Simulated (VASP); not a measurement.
Data:

```xyz
2
Lattice="0.0000 2.9925 2.9925 2.9925 0.0000 2.9925 2.9925 2.9925 0.0000" Properties=species:S:1:pos:R:3 pbc="T T T"
In     0.0000     0.0000     0.0000
As     1.4962     1.4962     1.4962
```

Method: r2SCAN meta-GGA, VASP's PBE PAW potentials (set 64) (plane waves; VASP). Run with 520 eV cut-off, 8×8×8 Γ-centred mesh, Gaussian smearing of 0.050 eV, potentials In_d As.

Q: Give the stress tensor in GPa (positive for a compressed cell).

A: 
```
4.10  0.00  0.00
0.00  4.10  0.00
0.00  0.00  4.10
```
The pressure is its mean diagonal, 4.10 GPa.

The compound is InAs in the zinc blende structure. This cell is one point of a volume scan, at 0.94 of the reference volume.
